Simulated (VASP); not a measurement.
All values below come from PBE GGA, VASP's PBE PAW potentials (set 64) (plane waves; VASP).

Input for VASP

### INCAR
```
! general
SYSTEM =Pt
PREC   =Accurate
ENCUT  =500
LREAL  =F
LASPH  =T

! electronic loop
EDIFF  =1E-6
NELM   =100
ALGO   =Normal
LMAXMIX=6

! smearing
ISMEAR =1
SIGMA  =0.1

! functional
GGA    =PE

! ions
IBRION =2
NSW    =40
ISIF   =3
EDIFFG =-0.02
PSTRESS=50

! output
LWAVE  =F
LCHARG =F
```

File POSCAR:
```
Pt
1.0
  0.0000000000   1.9709744917   1.9709744917
  1.9709744917   0.0000000000   1.9709744917
  1.9709744917   1.9709744917   0.0000000000
Pt
1
Direct
  0.0000000000   0.0000000000   0.0000000000
```

File KPOINTS:
```
kpoints
0
G
 16 16 16
```

POTCAR, in this order: Pt (PBE.64 set). Program: vasp_std.

What VASP printed:

File OSZICAR:
```
       N       E                     dE             d eps       ncg     rms          rms(c)
DAV:   1     0.334518896745E+02    0.33452E+02   -0.53895E+03  2770   0.995E+02
DAV:   2    -0.609148554511E+01   -0.39543E+02   -0.38099E+02  2745   0.181E+02
DAV:   3    -0.647101997271E+01   -0.37953E+00   -0.37623E+00  3106   0.177E+01
DAV:   4    -0.647228012101E+01   -0.12601E-02   -0.12601E-02  3014   0.104E+00
DAV:   5    -0.647228899661E+01   -0.88756E-05   -0.88755E-05  2996   0.792E-02    0.123E+01
DAV:   6    -0.613336736638E+01    0.33892E+00   -0.89296E-01  2657   0.861E+00    0.653E+00
DAV:   7    -0.609451638914E+01    0.38851E-01   -0.15790E-01  2790   0.351E+00    0.249E+00
DAV:   8    -0.609112758049E+01    0.33888E-02   -0.56849E-03  2826   0.741E-01    0.503E-01
DAV:   9    -0.609096337521E+01    0.16421E-03   -0.12184E-04  2770   0.113E-01    0.144E-02
DAV:  10    -0.609096857894E+01   -0.52037E-05   -0.26411E-06  3060   0.142E-02    0.283E-03
DAV:  11    -0.609096860133E+01   -0.22390E-07   -0.42617E-08  1412   0.214E-03
   1 F= -.56130737E+01 E0= -.56127701E+01  d E =-.561307E+01
```

File OUTCAR:
```
------------------------ aborting loop because EDIFF is reached ----------------------------------------
  FORCE on cell =-STRESS in cart. coord.  units (eV):
  Direction    XX          YY          ZZ          XY          YZ          ZX
  --------------------------------------------------------------------------------------
  Total        0.4701812      0.4701812      0.4701812     -0.0000000      0.0000000     -0.0000000
  in kB       49.1929429     49.1929429     49.1929429     -0.0000000      0.0000000     -0.0000000
  external PRESSURE =      -0.8070571 kB  Pullay stress =      50.0000000 kB
  volume of cell :       15.31
      direct lattice vectors                 reciprocal lattice vectors
     0.000000000  1.970974492  1.970974492    -0.253681619  0.253681619  0.253681619
     1.970974492  0.000000000  1.970974492     0.253681619 -0.253681619  0.253681619
     1.970974492  1.970974492  0.000000000     0.253681619  0.253681619 -0.253681619
 POSITION                                       TOTAL-FORCE (eV/Angst)
 -----------------------------------------------------------------------------------
      0.00000      0.00000      0.00000        -0.000000     -0.000000     -0.000000
 -----------------------------------------------------------------------------------
    total drift:                               -0.000000     -0.000000     -0.000000
  FREE ENERGIE OF THE ION-ELECTRON SYSTEM (eV)
  ---------------------------------------------------
  free  energy   TOTEN  =        -6.0909686013 eV

  energy  without entropy=       -6.0900579967  energy(sigma->0) =       -6.09066507
  enthalpy is  TOTEN    =        -5.6130736652 eV   P V=        0.4778949361

 reached required accuracy - stopping structural energy minimisation
```
(Selected blocks of OUTCAR.)

The compound is Pt in the fcc structure. It was relaxed first under an external pressure of 5 GPa.
